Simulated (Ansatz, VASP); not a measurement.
# BN in two plane-wave programs

Wanted: the spread between two codes on one cell, functional and k mesh. The cell is taken from a series of runs on this material, whose earlier steps may have relaxed, scaled, displaced or heated it; both programs get it as it stands.

Program: Ansatz 0.2.0. Level of theory: plane waves, with VASP 6.6.1 beside it; zone-centre phonons at LDA. Results are calculated unless marked as measured.

**1. Starting point**

It takes space group F-43m (No. 216, cubic). The conventional cell has a = 3.584 Å, b = 3.584 Å, c = 3.584 Å, α = 90.00°, β = 90.00°, γ = 90.00°. Nearest to B lie 4 N at 1.55 Å. Nearest to N lie 4 B at 1.55 Å. Farther neighbours and most contacts between anions are not listed.

Coordinates:

```cif
data_structure
_symmetry_space_group_name_H-M 'F-43m'
_symmetry_Int_Tables_number 216
_cell_length_a 3.5844
_cell_length_b 3.5844
_cell_length_c 3.5844
_cell_angle_alpha 90.000
_cell_angle_beta 90.000
_cell_angle_gamma 90.000
_cell_volume 46.05
loop_
_atom_site_label
_atom_site_type_symbol
_atom_site_symmetry_multiplicity
_atom_site_Wyckoff_symbol
_atom_site_fract_x
_atom_site_fract_y
_atom_site_fract_z
_atom_site_occupancy
B1 B 4 a 0.00000 0.00000 0.00000 1
N1 N 4 c 0.75000 0.25000 0.75000 1
```

**2. VASP: zone-centre phonons, LDA**

Second derivatives magnify differences that forces hide, and they need a tight electronic threshold.

Lines of VASP's logs that name or quote its potential files are left out, and so is its time.

Contents of INCAR:

```
SYSTEM = BN
PREC = Accurate
ENCUT = 600
EDIFF = 1E-08
NELM = 120
ISMEAR = 0
SIGMA = 0.01
LREAL = .FALSE.
ALGO = Normal
GGA = PW92
NBANDS = 10
LORBIT = 11
LWAVE = .FALSE.
LCHARG = .FALSE.
ISIF = 2
IBRION = 8
LEPSILON = .TRUE.
LASPH = .TRUE.
GGA_COMPAT = .FALSE.
EFERMI = MIDGAP
```

Contents of POSCAR:

```
BN
1.0
   -1.7921993307      0.0000000000      1.7921993307
    0.0000000000      1.7921993307      1.7921993307
   -1.7921993307      1.7921993307      0.0000000000
B N
1 1
Direct
    0.0000000000      0.0000000000      0.0000000000
    0.7500000000      0.7500000000      0.7500000000
```

Contents of KPOINTS:

```
Automatic mesh
0
Gamma
12 12 12
0 0 0
```

The projector-augmented-wave data sets are B and N (LDA family, release 64).

On the command line:

```sh
> mpirun -np 1 vasp_std
```

Numbers of over 12 decimals in the logs are rounded to 6 here.

The log of the run:

```text
[banner, memory and clock lines left out]
running    1 mpi-ranks, on    1 nodes
 distrk:  each k-point on    1 cores,    1 groups
 distr:  one band on    1 cores,    1 groups

 POSCAR found type information on POSCAR B N
 POSCAR found :  2 types and       2 ions
|                                                                             |
|               ----> ADVICE to this user running VASP <----                  |
|                                                                             |
|     You enforced a specific xc type in the INCAR file but a different       |
|     [... a line on the potential file left out ...]
|     I HOPE YOU KNOW WHAT YOU ARE DOING!                                     |
|                                                                             |

 LDA part: xc-table for (Slater(with rela. corr.)+PW92), standard interpolation
 POSCAR, INCAR and KPOINTS ok, starting setup
 FFT: planning ... GRIDC
 FFT: planning ... GRID_SOFT
 FFT: planning ... GRID
 WAVECAR not read
 entering main loop
       N       E                     dE             d eps       ncg     rms          rms(c)
DAV:   1     0.102687168132E+02    0.10269E+02   -0.54787E+03  1472   0.879E+02
DAV:   2    -0.201949283097E+02   -0.30464E+02   -0.29422E+02  1784   0.168E+02
DAV:   3    -0.206201170319E+02   -0.42519E+00   -0.42436E+00  1712   0.176E+01
DAV:   4    -0.206206236807E+02   -0.50665E-03   -0.50664E-03  1546   0.720E-01
DAV:   5    -0.206206241606E+02   -0.47993E-06   -0.47993E-06  1658   0.225E-02    0.664E+00
DAV:   6    -0.195884116901E+02    0.10322E+01   -0.33525E+00  1464   0.113E+01    0.315E+00
DAV:   7    -0.194705875503E+02    0.11782E+00   -0.98393E-02  1582   0.272E+00    0.179E+00
DAV:   8    -0.194381701548E+02    0.32417E-01   -0.50100E-02  1612   0.160E+00    0.187E-01
DAV:   9    -0.194380196445E+02    0.15051E-03   -0.86921E-04  1556   0.280E-01    0.815E-02
DAV:  10    -0.194380040099E+02    0.15635E-04   -0.44489E-05  1622   0.674E-02    0.138E-02
DAV:  11    -0.194380044905E+02   -0.48057E-06   -0.17798E-06  1618   0.970E-03    0.616E-03
DAV:  12    -0.194380044206E+02    0.69833E-07   -0.50329E-07  1578   0.446E-03    0.215E-04
DAV:  13    -0.194380044212E+02   -0.55638E-09   -0.77695E-09   904   0.908E-04
   1 F= -.19438004E+02 E0= -.19438004E+02  d E =0.000000E+00
 Linear response reoptimize wavefunctions to high precision
DAV:   1    -0.194380044212E+02    0.13756E-10   -0.20008E-10   988   0.173E-04
 Linear response G [H, r] |phi>, progress :
  Direction:   1
       N       E                     dE             d eps       ncg     rms
RMM:   1    -0.348372683518E+02   -0.34837E+02   -0.22528E+01  3327   0.480E+01
RMM:   2    -0.326749523848E+02    0.21623E+01   -0.12442E+00  2298   0.747E+00
RMM:   3    -0.326186636830E+02    0.56289E-01   -0.42055E-02  2440   0.301E-01
RMM:   4    -0.326149198545E+02    0.37438E-02   -0.34852E-03  2582   0.173E-02
RMM:   5    -0.326147466003E+02    0.17325E-03   -0.17479E-03  2511   0.123E-03
RMM:   6    -0.326147237568E+02    0.22844E-04   -0.15153E-03  2123   0.142E-04
RMM:   7    -0.326147274418E+02   -0.36850E-05   -0.15533E-03  1802   0.712E-05
RMM:   8    -0.326147231167E+02    0.43251E-05   -0.15129E-03  1838   0.708E-05
RMM:   9    -0.326147244899E+02   -0.13732E-05   -0.15270E-03  1767   0.708E-05
RMM:  10    -0.326147246750E+02   -0.18512E-06   -0.15289E-03  1573   0.708E-05
 Linear response G [H, r] |phi>, progress :
  Direction:   2
       N       E                     dE             d eps       ncg     rms
RMM:   1    -0.377232640411E+02   -0.37723E+02   -0.33218E+01  3311   0.505E+01
RMM:   2    -0.321084375202E+02    0.56148E+01   -0.13829E+00  2303   0.881E+00
RMM:   3    -0.320705148125E+02    0.37923E-01   -0.33679E-02  2438   0.353E-01
RMM:   4    -0.320676128648E+02    0.29019E-02   -0.29379E-03  2531   0.201E-02
RMM:   5    -0.320671905214E+02    0.42234E-03    0.12925E-03  2477   0.139E-03
RMM:   6    -0.320672357537E+02   -0.45232E-04    0.84297E-04  2117   0.148E-04
RMM:   7    -0.320672039892E+02    0.31765E-04    0.11608E-03  1764   0.656E-05
RMM:   8    -0.320672014587E+02    0.25305E-05    0.11849E-03  1791   0.651E-05
RMM:   9    -0.320672162242E+02   -0.14766E-04    0.10387E-03  1658   0.651E-05
RMM:  10    -0.320671939251E+02    0.22299E-04    0.12596E-03  1467   0.651E-05
 Linear response G [H, r] |phi>, progress :
  Direction:   3
       N       E                     dE             d eps       ncg     rms
RMM:   1    -0.254939899742E+02   -0.25494E+02    0.72390E+01  3118   0.507E+01
RMM:   2    -0.237587143749E+02    0.17353E+01   -0.94463E-01  2272   0.845E+00
RMM:   3    -0.237565600333E+02    0.21543E-02   -0.31502E-03  2456   0.377E-01
RMM:   4    -0.237565160466E+02    0.43987E-04   -0.13243E-05  2553   0.240E-02
RMM:   5    -0.237565158879E+02    0.15869E-06   -0.27161E-08  2450   0.184E-03
RMM:   6    -0.237565158973E+02   -0.94393E-08   -0.13381E-08  2081   0.195E-04
 Linear response to external field (no local field effect), progress :
  Direction:   1
       N       E                     dE             d eps       ncg     rms          rms(c)
RMM:   1    -0.139049876292E+00   -0.13905E+00   -0.42313E-01  3246   0.196E+00
RMM:   2    -0.139424591642E+00   -0.37472E-03   -0.30579E-04  2333   0.141E-01
RMM:   3    -0.139425236820E+00   -0.64518E-06   -0.40109E-07  2360   0.473E-03
[...]
RMM:   2    -0.753200232199E-01   -0.35554E-03   -0.19318E-04  2308   0.123E-01
RMM:   3    -0.753205395580E-01   -0.51634E-06   -0.26011E-07  2345   0.412E-03
RMM:   4    -0.753205407373E-01   -0.11793E-08   -0.37012E-10  2154   0.196E-04
 change of polarisation eV/A/(eV/A) component  3 :     0.040     0.031     0.151
 dielectric tensor                  component  3 :     0.629     0.493     3.368
 Linear response to external field, progress :
  Direction:   1
       N       E                     dE             d eps       ncg     rms          rms(c)
RMM:   1    -0.117886504912E+00   -0.11789E+00   -0.35252E-01 12582   0.184E+00
RMM:   2    -0.118279315119E+00   -0.39281E-03   -0.27236E-04  9044   0.136E-01    0.576E-01
RMM:   3    -0.116010927772E+00    0.22684E-02   -0.94964E-04  8866   0.238E-01    0.338E-01
RMM:   4    -0.119747851333E+00   -0.37369E-02   -0.14000E-03  9116   0.289E-01    0.369E-02
RMM:   5    -0.120208406675E+00   -0.46056E-03   -0.14911E-05  9281   0.312E-02    0.412E-03
RMM:   6    -0.120222717200E+00   -0.14311E-04   -0.25782E-08  9408   0.170E-03    0.218E-03
RMM:   7    -0.120231567277E+00   -0.88501E-05   -0.68136E-09  9380   0.831E-04    0.964E-05
RMM:   8    -0.120231772119E+00   -0.20484E-06   -0.14858E-10  5490   0.351E-05    0.266E-05
RMM:   9    -0.120231765608E+00    0.65107E-08   -0.21574E-10  5025   0.424E-05    0.237E-06
 change of polarisation eV/A/(eV/A) component  1 :     0.227    -0.030    -0.027
 dielectric tensor                  component  1 :     4.564    -0.469    -0.423
 Linear response to external field, progress :
  Direction:   2
       N       E                     dE             d eps       ncg     rms          rms(c)
RMM:   1    -0.117886860311E+00   -0.11789E+00   -0.35252E-01 12582   0.184E+00
RMM:   2    -0.118279341365E+00   -0.39248E-03   -0.26729E-04  9031   0.136E-01    0.576E-01
RMM:   3    -0.116010915996E+00    0.22684E-02   -0.94824E-04  8869   0.238E-01    0.338E-01
RMM:   4    -0.119747729126E+00   -0.37368E-02   -0.13981E-03  9123   0.289E-01    0.369E-02
RMM:   5    -0.120208318228E+00   -0.46059E-03   -0.14890E-05  9282   0.312E-02    0.412E-03
RMM:   6    -0.120222616911E+00   -0.14299E-04   -0.24546E-08  9407   0.169E-03    0.218E-03
RMM:   7    -0.120231469227E+00   -0.88523E-05   -0.68349E-09  9383   0.831E-04    0.970E-05
RMM:   8    -0.120231684480E+00   -0.21525E-06   -0.12645E-10  5607   0.364E-05    0.252E-05
RMM:   9    -0.120231667361E+00    0.17119E-07   -0.17421E-10  4874   0.409E-05    0.214E-06
 change of polarisation eV/A/(eV/A) component  2 :    -0.041     0.227     0.026
 dielectric tensor                  component  2 :    -0.644     4.564     0.408
 Linear response to external field, progress :
  Direction:   3
       N       E                     dE             d eps       ncg     rms          rms(c)
RMM:   1    -0.117886601989E+00   -0.11789E+00   -0.35252E-01 12582   0.184E+00
RMM:   2    -0.118279339834E+00   -0.39274E-03   -0.26681E-04  9031   0.136E-01    0.576E-01
RMM:   3    -0.116010930457E+00    0.22684E-02   -0.94819E-04  8868   0.238E-01    0.338E-01
RMM:   4    -0.119747828672E+00   -0.37369E-02   -0.13980E-03  9123   0.289E-01    0.369E-02
RMM:   5    -0.120208404644E+00   -0.46058E-03   -0.14890E-05  9282   0.312E-02    0.412E-03
RMM:   6    -0.120222714947E+00   -0.14310E-04   -0.24665E-08  9410   0.170E-03    0.218E-03
RMM:   7    -0.120231566400E+00   -0.88515E-05   -0.68105E-09  9375   0.831E-04    0.966E-05
RMM:   8    -0.120231773238E+00   -0.20684E-06   -0.79167E-11  5485   0.352E-05    0.263E-05
RMM:   9    -0.120231764874E+00    0.83640E-08   -0.13264E-10  5017   0.422E-05    0.234E-06
 change of polarisation eV/A/(eV/A) component  3 :    -0.042     0.025     0.227
 dielectric tensor                  component  3 :    -0.659     0.393     4.564
 Linear response DOF=           2
 Linear response progress:
  Degree of freedom:   1/  2
       N       E                     dE             d eps       ncg     rms          rms(c)
RMM:   1    -0.418989920529E-01   -0.41899E-01   -0.25190E-02 14146   0.135E+00
RMM:   2    -0.362595534799E-01    0.56394E-02    0.61333E-04  8611   0.242E-01    0.148E-01
RMM:   3    -0.363102105389E-01   -0.50657E-04    0.26188E-04  8933   0.784E-02    0.830E-02
RMM:   4    -0.366084259855E-01   -0.29822E-03    0.13068E-04  8958   0.891E-02    0.764E-03
RMM:   5    -0.366234252598E-01   -0.14999E-04    0.32697E-05  9197   0.728E-03    0.111E-03
RMM:   6    -0.366242944550E-01   -0.86920E-06    0.21095E-06  9195   0.522E-04    0.413E-04
RMM:   7    -0.366222899362E-01    0.20045E-05   -0.46080E-07  9311   0.387E-04    0.436E-05
RMM:   8    -0.366223437710E-01   -0.53835E-07   -0.23638E-07  9331   0.255E-05    0.105E-05
RMM:   9    -0.366222948685E-01    0.48902E-07   -0.27713E-07  9480   0.896E-06    0.850E-07
RMM:  10    -0.366222921189E-01    0.27496E-08   -0.25700E-07  6098   0.190E-06    0.354E-07
RMM:  11    -0.366222922880E-01   -0.16913E-09   -0.26654E-07  5056   0.192E-06    0.180E-08
 first order change of Fermi-energy  -0.74522E+00
 force on displaced ion       1 direction 1 : -25.484   0.000   0.000
 Born effective charge ion    1 direction 1 :   1.875   0.000   0.000
 Linear response progress:
  Degree of freedom:   2/  2
       N       E                     dE             d eps       ncg     rms          rms(c)
RMM:   1    -0.229990759482E+00   -0.22999E+00    0.10447E-01 11341   0.333E+00
RMM:   2    -0.224118298449E+00    0.58725E-02   -0.22290E-03  8649   0.441E-01    0.231E-01
RMM:   3    -0.225086975389E+00   -0.96868E-03   -0.44809E-04  8354   0.161E-01    0.125E-01
RMM:   4    -0.227135450226E+00   -0.20485E-02   -0.41416E-04  8084   0.157E-01    0.232E-02
RMM:   5    -0.227192299197E+00   -0.56849E-04   -0.12760E-05  9271   0.231E-02    0.873E-04
RMM:   6    -0.227199776645E+00   -0.74774E-05   -0.79121E-07  9105   0.113E-03    0.404E-04
RMM:   7    -0.227197750031E+00    0.20266E-05   -0.22219E-07  9378   0.366E-04    0.470E-05
RMM:   8    -0.227197537223E+00    0.21281E-06   -0.52362E-08  9325   0.219E-05    0.195E-05
RMM:   9    -0.227197476988E+00    0.60236E-07   -0.47616E-08  9589   0.174E-05    0.953E-07
RMM:  10    -0.227197475435E+00    0.15523E-08   -0.56099E-08  7110   0.394E-06    0.504E-07
 first order change of Fermi-energy   0.74428E+00
 force on displaced ion       2 direction 1 : -25.473  -0.000  -0.000
 Born effective charge ion    2 direction 1 :  -1.875   0.000   0.000
 Born effective charges drift removed
 Linear response finished
```

Parts of OUTCAR (step 2):

```text
ion  position               nearest neighbor table
   1  0.000  0.000  0.000-   2 1.55   2 1.55   2 1.55   2 1.55
   2  0.750  0.750  0.750-   1 1.55   1 1.55   1 1.55   1 1.55

  LATTYP: Found a face centered cubic cell.
 ALAT       =     3.5843986614

 Subroutine GETGRP returns: Found 24 space group operations
 (whereof 24 operations were pure point group operations)

The static configuration has the point symmetry T_d .

 Found     72 irreducible k-points:

   k-points           NKPTS =     72   k-points in BZ     NKDIM =     72   number of bands    NBANDS=     10

   dimension x,y,z NGX =    20 NGY =   20 NGZ =   20
   dimension x,y,z NGXF=    40 NGYF=   40 NGZF=   40

   ENCUT  =  600.0 eV  44.10 Ry    6.64 a.u.   5.06  5.06  5.06*2*pi/ulx,y,z

   NELECT =       8.0000    total number of electrons

 k-points in reciprocal lattice and weights: Automatic mesh
   0.00000000  0.00000000  0.00000000       0.001
   0.08333333  0.00000000  0.00000000       0.005
   0.16666667  0.00000000  0.00000000       0.005
   0.25000000  0.00000000  0.00000000       0.005
   0.33333333  0.00000000  0.00000000       0.005
   0.41666667  0.00000000  0.00000000       0.005
   0.50000000  0.00000000  0.00000000       0.002
   0.08333333  0.08333333  0.00000000       0.003
   0.16666667  0.08333333  0.00000000       0.014
[...]
-0.33333333  0.50000000  0.16666667       0.007
  -0.25000000  0.50000000  0.25000000       0.003

 average (electrostatic) potential at core
       1 -29.2229       2 -59.8178

  Total       -0.0824407     -0.0824407     -0.0824407      0.0000000     -0.0000000      0.0000000
  in kB      -11.4726336    -11.4726336    -11.4726336      0.0000000     -0.0000000      0.0000000
  external PRESSURE =     -11.4726336 kB  Pullay stress =       0.0000000 kB

  energy-cutoff  :      600.00
  volume of cell :       11.51
      direct lattice vectors                 reciprocal lattice vectors
    -1.792199331  0.000000000  1.792199331    -0.278986824 -0.278986824  0.278986824
     0.000000000  1.792199331  1.792199331     0.278986824  0.278986824  0.278986824
    -1.792199331  1.792199331  0.000000000    -0.278986824  0.278986824 -0.278986824

 POSITION                                       TOTAL-FORCE (eV/Angst)
 -----------------------------------------------------------------------------------
      0.00000      0.00000      0.00000        -0.000000     -0.000000      0.000000
     -2.68830      2.68830      2.68830         0.000000      0.000000     -0.000000
 -----------------------------------------------------------------------------------
    total drift:                               -0.000000      0.000000      0.000000

 MACROSCOPIC STATIC DIELECTRIC TENSOR (including local field effects in DFT)
 ------------------------------------------------------
           4.564147     0.000000    -0.000000
           0.000000     4.564147    -0.000000
           0.000000     0.000000     4.564147
 ------------------------------------------------------

 PIEZOELECTRIC TENSOR (including local field effects)  for field in x, y, z        (C/m^2)
          XX          YY          ZZ          XY          YZ          ZX
  --------------------------------------------------------------------------------
  x     0.00000    -0.00000    -0.00000     0.00000    -1.03045     0.00000
  y    -0.00000     0.00000     0.00000     0.00000     0.00000    -1.03045
  z     0.00000     0.00000     0.00000    -1.03045     0.00000     0.00000

 BORN EFFECTIVE CHARGES (including local field effects) (in |e|, cummulative output)
 ---------------------------------------------------------------------------------
 ion    1
    1     1.87543     0.00000     0.00000
    2     0.00000     1.87543     0.00000
    3     0.00000     0.00000     1.87543
 ion    2
    1    -1.87543     0.00000     0.00000
    2     0.00000    -1.87543     0.00000
    3     0.00000     0.00000    -1.87543

 Eigenvectors and eigenvalues of the dynamical matrix
 ----------------------------------------------------

   1 f  =   31.949189 THz   200.742675 2PiTHz 1065.710233 cm-1   132.131169 meV
             X         Y         Z           dx          dy          dz
      0.000000  0.000000  0.000000     0.000000    0.751257    0.000000
     -2.688299  2.688299  2.688299     0.000000   -0.660010    0.000000

   2 f  =   31.949189 THz   200.742675 2PiTHz 1065.710233 cm-1   132.131169 meV
             X         Y         Z           dx          dy          dz
      0.000000  0.000000  0.000000     0.751257    0.000000    0.000000
     -2.688299  2.688299  2.688299    -0.660010    0.000000    0.000000

   3 f  =   31.949189 THz   200.742675 2PiTHz 1065.710233 cm-1   132.131169 meV
             X         Y         Z           dx          dy          dz
      0.000000  0.000000  0.000000     0.000000    0.000000    0.751257
     -2.688299  2.688299  2.688299     0.000000    0.000000   -0.660010

   4 f/i=    0.003337 THz     0.020970 2PiTHz    0.111327 cm-1     0.013803 meV
             X         Y         Z           dx          dy          dz
      0.000000  0.000000  0.000000    -0.660010    0.000000    0.000000
     -2.688299  2.688299  2.688299    -0.751257    0.000000    0.000000

   5 f/i=    0.003337 THz     0.020970 2PiTHz    0.111327 cm-1     0.013803 meV
             X         Y         Z           dx          dy          dz
      0.000000  0.000000  0.000000     0.000000   -0.660010    0.000000
     -2.688299  2.688299  2.688299     0.000000   -0.751257    0.000000

   6 f/i=    0.003337 THz     0.020970 2PiTHz    0.111327 cm-1     0.013803 meV
             X         Y         Z           dx          dy          dz
      0.000000  0.000000  0.000000     0.000000    0.000000   -0.660010
     -2.688299  2.688299  2.688299     0.000000    0.000000   -0.751257

 MACROSCOPIC STATIC DIELECTRIC TENSOR IONIC CONTRIBUTION
 ------------------------------------------------------
           2.169751     0.000000    -0.000000
           0.000000     2.169751    -0.000000
          -0.000000    -0.000000     2.169751
 ------------------------------------------------------

 ELASTIC MODULI CONTR FROM IONIC RELAXATION (kBar)
 Direction    XX          YY          ZZ          XY          YZ          ZX
 --------------------------------------------------------------------------------
 XX          -0.0000     -0.0000     -0.0000      0.0000     -0.0000      0.0000
 YY          -0.0000     -0.0000     -0.0000      0.0000     -0.0000      0.0000
 ZZ          -0.0000     -0.0000     -0.0000      0.0000     -0.0000      0.0000
 XY           0.0000      0.0000      0.0000    -35.1390      0.0000      0.0000
 YZ          -0.0000     -0.0000     -0.0000      0.0000    -35.1390     -0.0000
 ZX           0.0000      0.0000      0.0000      0.0000     -0.0000    -35.1390
 --------------------------------------------------------------------------------

 PIEZOELECTRIC TENSOR IONIC CONTR  for field in x, y, z        (C/m^2)
          XX          YY          ZZ          XY          YZ          ZX
  --------------------------------------------------------------------------------
  x     0.00000     0.00000     0.00000    -0.00000     0.25982     0.00000
  y    -0.00000    -0.00000    -0.00000    -0.00000     0.00000     0.25982
  z    -0.00000    -0.00000    -0.00000     0.25982    -0.00000    -0.00000
```

(Part 1 of 2 ends here.)

[Lines on the potential files, build, host, timing and source positions are cut from VASP's logs without a mark.]

[Logs are printed without paths, hosts, clocks, repeated set-up lines and the standing remarks that a program may print on its own settings, such as how far it seeks lower states.]

[Hosts, paths, dates, database ids (printed as entryN), source tags and the programs' standing remarks are cut or masked in the printed files.]
